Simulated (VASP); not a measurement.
All values below come from LDA (Ceperley-Alder, Perdew-Zunger), VASP's LDA PAW potentials (set 64) (plane waves; VASP 6.6.1).

Input for VASP

INCAR:
```
SYSTEM = Ru
PREC = Accurate
ENCUT = 500
EDIFF = 1E-6
NELM = 100
ALGO = Normal
LREAL = .FALSE.
LASPH = .TRUE.
ISMEAR = 1
SIGMA = 0.1
LMAXMIX = 4
LWAVE = .FALSE.
LCHARG = .FALSE.
IBRION = 2
ISIF = 3
NSW = 40
EDIFFG = -0.02
PSTRESS = 200
```

**KPOINTS**
```
kpoints
0
Gamma
16 16 9
0 0 0
```

**POSCAR**
```
Ru
1
    1.3171693295    -2.2814043672     0.0000000000
    1.3171693295     2.2814043672    -0.0000000000
    0.0000000000    -0.0000000000     4.1582059536
Ru
2
Direct
  0.3333330000   0.6666670000   0.2500000000
  0.6666670000   0.3333330000   0.7500000000
```

POTCAR, in this order: Ru_pv (LDA.64 set). Program: vasp_std.

Output of the run:

OSZICAR:
```
       N       E                     dE             d eps       ncg     rms          rms(c)
DAV:   1     0.281728521407E+03    0.28173E+03   -0.17782E+04  5416   0.171E+03
DAV:   2    -0.161730432640E+02   -0.29790E+03   -0.29189E+03  5744   0.495E+02
DAV:   3    -0.226487839403E+02   -0.64757E+01   -0.63604E+01  5626   0.799E+01
DAV:   4    -0.227102425595E+02   -0.61459E-01   -0.61432E-01  6776   0.700E+00
DAV:   5    -0.227110954335E+02   -0.85287E-03   -0.85285E-03  5864   0.713E-01    0.225E+01
DAV:   6    -0.214485945285E+02    0.12625E+01   -0.30751E+00  5474   0.186E+01    0.678E+00
DAV:   7    -0.213308308514E+02    0.11776E+00   -0.32331E-01  5582   0.539E+00    0.143E+00
DAV:   8    -0.213183357388E+02    0.12495E-01   -0.12750E-02  5528   0.145E+00    0.671E-02
DAV:   9    -0.213184077995E+02   -0.72061E-04   -0.31438E-04  7148   0.176E-01    0.313E-02
DAV:  10    -0.213184313895E+02   -0.23590E-04   -0.90412E-06  5654   0.279E-02    0.459E-03
DAV:  11    -0.213184313579E+02    0.31611E-07   -0.64061E-07  3106   0.899E-03
   1 F= -.18198829E+02 E0= -.18198957E+02  d E =-.181988E+02
```

File OUTCAR:
```
------------------------ aborting loop because EDIFF is reached ----------------------------------------
  FORCE on cell =-STRESS in cart. coord.  units (eV):
  Direction    XX          YY          ZZ          XY          YZ          ZX
  --------------------------------------------------------------------------------------
  Total        3.1379072      3.1379077      3.1328747     -0.0000000     -0.0000000     -0.0000000
  in kB      201.1735171    201.1735465    200.8508823     -0.0000000     -0.0000000     -0.0000000
  external PRESSURE =       1.0659820 kB  Pullay stress =     200.0000000 kB
  volume of cell :       24.99
      direct lattice vectors                 reciprocal lattice vectors
     1.317169329 -2.281404367  0.000000000     0.379601915 -0.219163252  0.000000000
     1.317169329  2.281404367  0.000000000     0.379601915  0.219163252  0.000000000
     0.000000000  0.000000000  4.158205954     0.000000000  0.000000000  0.240488329
 POSITION                                       TOTAL-FORCE (eV/Angst)
 -----------------------------------------------------------------------------------
      1.31717      0.76047      1.03955         0.000000     -0.000000      0.000000
      1.31717     -0.76047      3.11865         0.000000      0.000000      0.000000
 -----------------------------------------------------------------------------------
    total drift:                               -0.000010      0.000473     -0.000045
  FREE ENERGIE OF THE ION-ELECTRON SYSTEM (eV)
  ---------------------------------------------------
  free  energy   TOTEN  =       -21.3184313579 eV

  energy  without entropy=      -21.3188172126  energy(sigma->0) =      -21.31855998
  enthalpy is  TOTEN    =       -18.1988286911 eV   P V=        3.1196026668

 reached required accuracy - stopping structural energy minimisation
```
(Selected blocks of OUTCAR.)

**OUTCAR**
```
 val. band max:       14.3083373113   @ k =   0.4375   0.0625   0.3333

 cond. band min:      14.3240933175   @ k =   0.0625  -0.0000   0.0000


 Fermi energy:        14.3121983274

 k-point     1 :       0.0000    0.0000    0.0000
  band No.  band energies     occupation
      1     -29.5408      2.00000
      2     -28.2987      2.00000
      3     -28.2987      2.00000
      4     -28.0731      2.00000
      5     -28.0731      2.00000
      6     -28.0116      2.00000
      7       5.7706      2.00000
      8       7.3570      2.00000
      9      11.3112      2.00000
     10      11.3112      2.00000
     11      11.5489      2.00000
     12      12.1031      2.00000
     13      12.1031      2.00000
     14      12.6842      2.00000
     15      12.6842      2.00000
     16      15.6327     -0.00000
     17      15.6327     -0.00000
     18      15.7359     -0.00000

 k-point     2 :       0.0625   -0.0000    0.0000
  band No.  band energies     occupation
      1     -29.5230      2.00000
      2     -28.3370      2.00000
      3     -28.3116      2.00000
      4     -28.1130      2.00000
      5     -28.0780      2.00000
      6     -28.0199      2.00000
      7       5.9298      2.00000
      8       7.4808      2.00000
      9      10.9943      2.00000
     10      11.4436      2.00000
     11      11.8240      2.00000
     12      12.0311      2.00000
     13      12.2258      2.00000
     14      12.5191      2.00000
     15      12.5802      2.00000
     16      14.3241      0.80024
     17      15.7011     -0.00000
     18      17.2593      0.00000

 k-point     3 :       0.1250   -0.0000    0.0000
  band No.  band energies     occupation
      1     -29.4712      2.00000
      2     -28.4460      2.00000
      3     -28.3477      2.00000
      4     -28.2253      2.00000
      5     -28.0928      2.00000
      6     -28.0447      2.00000
      7       6.3818      2.00000
      8       7.8078      2.00000
      9      10.5488      2.00000
...
```

The compound is Ru in the hcp structure. It was relaxed first under an external pressure of 20 GPa.
